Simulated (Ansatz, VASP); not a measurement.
# Cross-check of In2O3 (partly crystallised In2O3) between VASP and Ansatz

Aim: how closely do two programs agree when they are given the same cell, functional and k mesh? The structure shown is the start of the Ansatz relaxation below; VASP solves that cell, so the two are compared at the walk's first step.

Method: plane waves, with VASP 6.6.1 beside it; single point at revPBE, in Ansatz 0.2.0.

## (1) The starting structure

The cell holds 60 atoms: 24 In and 36 O. Cell: a = 9.407 Å, b = 9.407 Å, c = 9.407 Å, α = 90.0°, β = 90.0°, γ = 90.0°. As first built, before any earlier steps moved the atoms (in the runner's words): 60 atoms (24 Sc, 36 O) placed at random at 3.63 g/cm^3, melted at 5000 K for 10 ps at fixed volume with the Morse and Coulomb pair potential with partial charges (Pedone, Malavasi, Menziani, Cormack and Segre, J. Phys. Chem. B 110, 11780 (2006)). Quenched from 5000 K to 300 K at 20 K/ps and fixed volume, held 10 ps at zero pressure, then minimised at fixed cell. Then Sc was replaced by In and the cell scaled by 1.038 (the potential has no terms for the new elements, so the cell is a start for a DFT relaxation).

## (2) Ansatz: relaxation, revPBE

Ansatz runs on its PAW soft_1 files.

The two programs are compared at the cell with which this relaxation starts, whose forces are those of its first step.

The input, input.yaml:

```yaml
crystal:
  lattice:
    - [9.40727, 0.0, 0.0]
    - [0.0, 9.40727, 0.0]
    - [0.0, 0.0, 9.40727]
  atoms:
    - { symbol: In, position: [0.5584, 0.88289, 0.73949] }
    - { symbol: In, position: [0.78558, 0.02924, 0.22511] }
    - { symbol: In, position: [0.43952, 0.39588, 0.33745] }
    - { symbol: In, position: [0.81702, 0.0367, 0.561] }
    - { symbol: In, position: [0.55859, 0.23502, 0.7013] }
    - { symbol: In, position: [0.70275, 0.56211, 0.56305] }
    - { symbol: In, position: [0.13924, 0.5505, 0.07597] }
    - { symbol: In, position: [0.4438, 0.55121, 0.92589] }
    - { symbol: In, position: [0.76136, 0.36973, 0.23639] }
    - { symbol: In, position: [0.07837, 0.8748, 0.39546] }
    - { symbol: In, position: [0.80817, 0.70204, 0.23145] }
    - { symbol: In, position: [0.07296, 0.21466, 0.39744] }
    - { symbol: In, position: [0.1082, 0.19596, 0.07128] }
    - { symbol: In, position: [0.45615, 0.21009, 0.00071] }
    - { symbol: In, position: [0.82106, 0.37301, 0.89448] }
    - { symbol: In, position: [0.43198, 0.73789, 0.25623] }
    - { symbol: In, position: [0.21339, 0.88134, 0.94072] }
    - { symbol: In, position: [0.82615, 0.71266, 0.89427] }
    - { symbol: In, position: [0.32328, 0.71685, 0.58054] }
    - { symbol: In, position: [0.13431, 0.19352, 0.72242] }
    - { symbol: In, position: [0.82461, 0.04024, 0.90181] }
    - { symbol: In, position: [0.45196, 0.05442, 0.37126] }
    - { symbol: In, position: [0.07923, 0.5422, 0.73189] }
    - { symbol: In, position: [0.07587, 0.53199, 0.40135] }
    - { symbol: O, position: [0.06943, 0.3738, 0.22901] }
    - { symbol: O, position: [0.05784, 0.36788, 0.89794] }
    - { symbol: O, position: [0.32031, 0.70574, 0.06112] }
    - { symbol: O, position: [0.05093, 0.05436, 0.55609] }
    - { symbol: O, position: [0.33224, 0.87256, 0.7489] }
    - { symbol: O, position: [0.59049, 0.37413, 0.88909] }
    - { symbol: O, position: [0.30262, 0.22045, 0.39031] }
    - { symbol: O, position: [0.82808, 0.53341, 0.06431] }
    - { symbol: O, position: [0.05855, 0.69469, 0.90714] }
    - { symbol: O, position: [0.2972, 0.06358, 0.06279] }
    - { symbol: O, position: [0.55004, 0.72293, 0.56721] }
    - { symbol: O, position: [0.56761, 0.38573, 0.53124] }
    - { symbol: O, position: [0.84405, 0.54222, 0.73845] }
    - { symbol: O, position: [0.58107, 0.05254, 0.56363] }
    - { symbol: O, position: [0.59899, 0.70595, 0.88309] }
    - { symbol: O, position: [0.7971, 0.88598, 0.73762] }
    - { symbol: O, position: [0.08311, 0.37086, 0.57] }
    - { symbol: O, position: [0.84307, 0.5296, 0.38926] }
    - { symbol: O, position: [0.309, 0.87509, 0.3978] }
    - { symbol: O, position: [0.83294, 0.20713, 0.06443] }
    - { symbol: O, position: [0.84536, 0.87511, 0.39026] }
    - { symbol: O, position: [0.33047, 0.4029, 0.06768] }
    - { symbol: O, position: [0.0935, 0.69668, 0.55668] }
    - { symbol: O, position: [0.57893, 0.91422, 0.24869] }
    - { symbol: O, position: [0.5629, 0.23957, 0.21961] }
    - { symbol: O, position: [0.05509, 0.05503, 0.89163] }
    - { symbol: O, position: [0.04497, 0.05024, 0.24048] }
    - { symbol: O, position: [0.82327, 0.87082, 0.06237] }
    - { symbol: O, position: [0.58504, 0.56635, 0.24926] }
    - { symbol: O, position: [0.80819, 0.20361, 0.73389] }
    - { symbol: O, position: [0.34724, 0.21836, 0.78101] }
    - { symbol: O, position: [0.83056, 0.19516, 0.38162] }
    - { symbol: O, position: [0.5941, 0.06261, 0.88564] }
    - { symbol: O, position: [0.04884, 0.69325, 0.24053] }
    - { symbol: O, position: [0.30624, 0.57174, 0.38228] }
    - { symbol: O, position: [0.30512, 0.55978, 0.74809] }
kpoints:
  mp_grid: { grid: [2, 2, 2] }
hamiltonian:
  xc: revpbe
  pseudopotentials: { kind: paw, azcp: { folder: soft_1 } }
scf:
  occupations: { method: gaussian, width: 0.025 }
output:
  forces: true
relax:
  f_tol: 0.05
  max_steps: 150
  cell: {}
```

Command:

```sh
> ansatz run input.yaml --threads 16 --pin off --max-ram 31232MiB --backend cpu --events-out ev --progress --plain --runs-dir out
```

Numbers of over 12 decimals in the logs are rounded to 6 here.

Log:

```text
Engine: ansatz 0.2.0, aarch64-unknown-linux-gnu
Pseudopotentials: kind: paw
Pseudopotential: In, paw, valence charge 13, recommended cutoff 420 eV (normal), soft_1/In.paw.azcp
Pseudopotential: O, paw, valence charge 6, recommended cutoff 420 eV (normal), soft_1/O.paw.azcp
Functional definition: revPBE
  parameter kappa = 1.245
  parameter beta = 0.066725
  exchange = pbe_x(kappa = kappa, mu = beta*pi^2/3)
  correlation = pbe_c(beta = beta)
Crystal: 60 atoms, lattice volume = 832.513 Å³
Basis set: ecut = 420 eV, 16279 PW (Γ), exchange–correlation on 128×128×128 points (8 copies of the dense FFT grid, shifted against one another)
Bands: 324, of which v1, the nominal top of the filled ones, is band 264 counted from 1 (263 counted from 0)
Symmetry: 1 space group operations
Space group: P1 (ITA 1), of the structure as read, at distance tolerance 9.4e-5 Å
k-points: 8
Non-local potential: In, projectors of the file, l = 0: 2, l = 1: 2, l = 2: 2, l = 3: 1
Non-local potential: O, projectors of the file, l = 0: 2, l = 1: 2, l = 2: 1
PAW form: soft (Blöchl's): semilocal exchange-correlation on the pseudo side does not see the compensation charge
PAW frozen core: In, regenerated for the run's functional, and the local potential with it (the file was generated under x = pbe(κ = 0.804, μ = 0.219515), c = pbe(β = 0.066725))
PAW frozen core: O, regenerated for the run's functional, and the local potential with it (the file was generated under x = pbe(κ = 0.804, μ = 0.219515), c = pbe(β = 0.066725))
PAW one-centre angular grid: In, 590 points (default); XC on 64 Gauss nodes
PAW one-centre angular grid: O, 110 points (default); XC on 64 Gauss nodes
Initial density: superposition of atomic densities (chi_scale 0.1, normalization cell, long waves kept (reshape's long-wave potential 0.12 eV rms))
Initial wavefunctions: pseudopotential atomic-orbital guess
Functional: x = revpbe(κ = 1.245, μ = 0.219515), c = pbe(β = 0.066725)
SCF iter   1: F=—  HF=-154967.097238 eV  |F-HF|=—  |Δ(HF+E_count)|=         —  Δρ=6.49e-2  dr2=2.54e1  ethr=3.10e-3  ⟨swp⟩=6.0  Hψ=9603  notcnv=0  defer=4
preconditioner: auto → Resta (q_TF=auto, 2.529 Å⁻¹)  ε∞=4.3  [insulator: Δε(μ)=0.327 eV  Ē_g=16.317 eV  σ=0.025 eV  W_gap=1.00  n_scr=250 (ndim 8)  ℏωp=29.6 eV  f_vac=0.018  D(μ)=0.00/eV (n_scr^D=0)  ε∞_Penn≈4.3]
SCF iter   2: F=—  HF=-154962.126128 eV  |F-HF|=—  |Δ(HF+E_count)|=    4.97e0  Δρ=3.28e-2  dr2=6.33e0  ethr=3.10e-3  ⟨swp⟩=3.0  Hψ=5066  notcnv=0  defer=436
preconditioner: auto → LDOS  [insulator: Δε(μ)=1.154 eV  Ē_g=16.025 eV  σ=0.025 eV  W_gap=0.72  n_scr=250 (ndim 8)  ℏωp=29.6 eV  f_vac=0.023  D(μ)=17.87/eV (n_scr^D=92)  ε∞_Penn≈4.4  β→1.0]
SCF iter   3: F=—  HF=-154961.639539 eV  |F-HF|=—  |Δ(HF+E_count)|=   4.87e-1  Δρ=2.02e-2  dr2=3.21e0  ethr=1.20e-3  ⟨swp⟩=2.8  Hψ=4088  notcnv=0  defer=436
SCF iter   4: F=—  HF=-154961.222182 eV  |F-HF|=—  |Δ(HF+E_count)|=   4.17e-1  Δρ=9.40e-3  dr2=7.34e-1  ethr=6.09e-4  ⟨swp⟩=2.4  Hψ=5024  notcnv=0  defer=430
SCF iter   5: F=—  HF=-154961.118818 eV  |F-HF|=—  |Δ(HF+E_count)|=   1.03e-1  Δρ=3.93e-3  dr2=1.40e-1  ethr=1.39e-4  ⟨swp⟩=2.4  Hψ=3076  notcnv=0  defer=430
SCF iter   6: F=—  HF=-154961.106268 eV  |F-HF|=—  |Δ(HF+E_count)|=   1.25e-2  Δρ=2.03e-3  dr2=3.65e-2  ethr=2.64e-5  ⟨swp⟩=2.0  Hψ=4176  notcnv=0  defer=430
SCF iter   7: F=—  HF=-154961.109747 eV  |F-HF|=—  |Δ(HF+E_count)|=   3.48e-3  Δρ=9.98e-4  dr2=9.05e-3  ethr=6.92e-6  ⟨swp⟩=2.0  Hψ=2628  notcnv=0  defer=430
SCF iter   8: F=—  HF=-154961.111662 eV  |F-HF|=—  |Δ(HF+E_count)|=   1.92e-3  Δρ=7.70e-4  dr2=5.92e-3  ethr=1.71e-6  ⟨swp⟩=2.0  Hψ=2744  notcnv=0  defer=430
SCF iter   9: F=—  HF=-154961.112048 eV  |F-HF|=—  |Δ(HF+E_count)|=   3.86e-4  Δρ=6.24e-4  dr2=4.06e-3  ethr=1.12e-6  ⟨swp⟩=2.0  Hψ=2686  notcnv=0  defer=430
SCF iter  10: F=—  HF=-154961.111731 eV  |F-HF|=—  |Δ(HF+E_count)|=   3.18e-4  Δρ=4.41e-4  dr2=2.02e-3  ethr=7.70e-7  ⟨swp⟩=2.0  Hψ=2679  notcnv=0  defer=430
SCF iter  11: F=—  HF=-154961.111719 eV  |F-HF|=—  |Δ(HF+E_count)|=   1.17e-5  Δρ=2.82e-4  dr2=8.62e-4  ethr=3.82e-7  ⟨swp⟩=2.0  Hψ=3352  notcnv=0  defer=430
SCF iter  12: F=—  HF=-154961.111707 eV  |F-HF|=—  |Δ(HF+E_count)|=   1.21e-5  Δρ=1.61e-4  dr2=2.61e-4  ethr=1.63e-7  ⟨swp⟩=2.0  Hψ=3808  notcnv=0  defer=430
SCF iter  13: F=—  HF=-154961.111687 eV  |F-HF|=—  |Δ(HF+E_count)|=   2.02e-5  Δρ=7.17e-5  dr2=5.45e-5  ethr=4.95e-8  ⟨swp⟩=2.0  Hψ=4010  notcnv=0  defer=430
SCF iter  14: F=—  HF=-154961.112471 eV  |F-HF|=—  |Δ(HF+E_count)|=   7.84e-4  Δρ=4.60e-5  dr2=2.10e-5  ethr=1.03e-8  ⟨swp⟩=2.1  Hψ=4392  notcnv=0  defer=430
SCF iter  15: F=—  HF=-154961.112473 eV  |F-HF|=—  |Δ(HF+E_count)|=   1.98e-6  Δρ=3.26e-5  dr2=1.09e-5  ethr=3.97e-9  ⟨swp⟩=2.0  Hψ=3741  notcnv=0  defer=430
[...]
atom   1  In     0.00094899    -0.00281013     0.00043986
  atom   2  In     0.00144977    -0.00047056    -0.00450669
  atom   3  In     0.00224360     0.00025594     0.00197967
  atom   4  In    -0.00023665     0.00128977     0.00256419
  atom   5  In    -0.00118315     0.00325358    -0.00191489
  atom   6  In    -0.00183066    -0.00045880    -0.00282906
  atom   7  In    -0.00040040     0.00349979     0.00061455
  atom   8  In     0.00173631     0.00401478     0.00222718
  atom   9  In    -0.00058416    -0.00201748    -0.00075094
  atom  10  In    -0.00099029    -0.00241624     0.00217957
  atom  11  In    -0.00132904    -0.00086751    -0.00008793
  atom  12  In     0.00054644     0.00216529     0.00056966
  atom  13  In    -0.00231884     0.00337528     0.00047557
  atom  14  In     0.00276226     0.00068541    -0.00151474
  atom  15  In    -0.00096035    -0.00065476     0.00130845
  atom  16  In     0.00116144    -0.00230973    -0.00240797
  atom  17  In     0.00184700    -0.00614112     0.00007279
  atom  18  In    -0.00237502    -0.00090011     0.00197345
  atom  19  In    -0.00051664    -0.00181881     0.00363268
  atom  20  In     0.00264081     0.00382643    -0.00053229
  atom  21  In    -0.00193670    -0.00064793     0.00017094
  atom  22  In     0.00142992     0.00162184    -0.00025067
  atom  23  In     0.00259832    -0.00126685    -0.00499481
  atom  24  In     0.00343703     0.00013319     0.00320723
[...]
atom  53  O     -0.00214968     0.00245846     0.00096744
  atom  54  O     -0.00341740     0.00167216     0.00124796
  atom  55  O      0.00094857    -0.00222834     0.00079642
  atom  56  O      0.00239877    -0.00119405    -0.00243400
  atom  57  O      0.00069618    -0.00030177     0.00368070
  atom  58  O      0.00026738    -0.00043889    -0.00194956
  atom  59  O      0.00110005     0.00130018    -0.00278322
  atom  60  O     -0.00065334     0.00048813    -0.00138798
  max |Σ_I F_I| component: 7.77e-6 eV/Å
--- Stress (GPa, compression-positive) ---
       -0.006337      -0.002961       0.000150
       -0.002961       0.000292       0.004022
        0.000150       0.004022       0.001064
  P = ⅓ Tr σ = -0.0017 GPa (-0.017 kbar)
--- Relaxed structure (7 steps of the walk, 7 accepted, 2 SCFs on fresh bases) ---
  F+E_penalty+E_count = -154962.15987077 eV   max|allowed force component| = 6.141e-3 eV/Å   (the final SCF, on the basis selected at the relaxed cell)
  cell:  # Å, volume = 845.7769 Å³
    - [9.318952, -0.079364, -0.127587]
    - [-0.079364, 9.510472, 0.066158]
    - [-0.127587, 0.066158, 9.545910]
  atoms:
    - { symbol: In, position: [0.552938, 0.882534, 0.749409] }
    - { symbol: In, position: [0.795338, 0.018993, 0.229584] }
    - { symbol: In, position: [0.439015, 0.409832, 0.315000] }
    - { symbol: In, position: [0.814681, 0.036210, 0.564649] }
    - { symbol: In, position: [0.547820, 0.241607, 0.690535] }
    - { symbol: In, position: [0.695308, 0.562461, 0.554879] }
    - { symbol: In, position: [0.132889, 0.557226, 0.081231] }
    - { symbol: In, position: [0.444051, 0.552623, 0.927710] }
    - { symbol: In, position: [0.788425, 0.356534, 0.233623] }
    - { symbol: In, position: [0.080428, 0.868076, 0.395789] }
    - { symbol: In, position: [0.803513, 0.691535, 0.231975] }
    - { symbol: In, position: [0.080373, 0.205367, 0.401058] }
    - { symbol: In, position: [0.098996, 0.187914, 0.073328] }
    - { symbol: In, position: [0.459692, 0.205411, 0.0026874] }
    - { symbol: In, position: [0.818168, 0.368996, 0.889362] }
    - { symbol: In, position: [0.431831, 0.759228, 0.246640] }
    - { symbol: In, position: [0.220251, 0.888326, 0.927925] }
    - { symbol: In, position: [0.823409, 0.707271, 0.895865] }
    - { symbol: In, position: [0.334516, 0.701336, 0.579673] }
    - { symbol: In, position: [0.132614, 0.196308, 0.730089] }
    - { symbol: In, position: [0.816427, 0.039353, 0.901060] }
    - { symbol: In, position: [0.450101, 0.062489, 0.378005] }
    - { symbol: In, position: [0.082497, 0.539959, 0.735753] }
    - { symbol: In, position: [0.079018, 0.527447, 0.404287] }
    - { symbol: O, position: [0.053664, 0.366657, 0.229704] }
    - { symbol: O, position: [0.057132, 0.357769, 0.893648] }
    - { symbol: O, position: [0.313904, 0.723296, 0.056801] }
    - { symbol: O, position: [0.052636, 0.050737, 0.564824] }
    - { symbol: O, position: [0.327234, 0.869095, 0.739263] }
    - { symbol: O, position: [0.585182, 0.371439, 0.883791] }
    - { symbol: O, position: [0.311431, 0.227269, 0.384490] }
    - { symbol: O, position: [0.837545, 0.521278, 0.064775] }
    - { symbol: O, position: [0.057543, 0.692138, 0.906575] }
    - { symbol: O, position: [0.292525, 0.069976, 0.067387] }
    - { symbol: O, position: [0.559481, 0.731217, 0.571865] }
    - { symbol: O, position: [0.561183, 0.388938, 0.522048] }
    - { symbol: O, position: [0.842276, 0.543285, 0.734592] }
    - { symbol: O, position: [0.578474, 0.053145, 0.569256] }
    - { symbol: O, position: [0.597456, 0.707312, 0.893246] }
    - { symbol: O, position: [0.794117, 0.884677, 0.741279] }
    - { symbol: O, position: [0.084834, 0.365739, 0.571356] }
    - { symbol: O, position: [0.839902, 0.519584, 0.390242] }
    - { symbol: O, position: [0.312293, 0.874367, 0.399955] }
    - { symbol: O, position: [0.848001, 0.196549, 0.065963] }
    - { symbol: O, position: [0.846132, 0.864427, 0.396962] }
    - { symbol: O, position: [0.328163, 0.426079, 0.079816] }
    - { symbol: O, position: [0.098788, 0.691780, 0.556523] }
    - { symbol: O, position: [0.570398, 0.948030, 0.242239] }
[...]
- { symbol: O, position: [0.589413, 0.606016, 0.252043] }
    - { symbol: O, position: [0.802787, 0.203370, 0.732484] }
    - { symbol: O, position: [0.346880, 0.211589, 0.786275] }
    - { symbol: O, position: [0.829760, 0.184241, 0.382077] }
    - { symbol: O, position: [0.587322, 0.058641, 0.890843] }
    - { symbol: O, position: [0.043607, 0.688380, 0.243060] }
    - { symbol: O, position: [0.309378, 0.576338, 0.375649] }
    - { symbol: O, position: [0.308715, 0.549104, 0.746681] }
```

The column dr2 measures how far the density is from self-consistency, as an energy; F and HF (Harris–Foulkes) agree once it is small.

(Continued in part 2 of 2.)

[Lines on the potential files, build, host, timing and source positions are cut from VASP's logs without a mark.]

[Logs are printed without paths, hosts, clocks, repeated set-up lines and the standing remarks that a program may print on its own settings, such as how far it seeks lower states.]

[Hosts, paths, dates, database ids (printed as entryN), source tags and the programs' standing remarks are cut or masked in the printed files.]
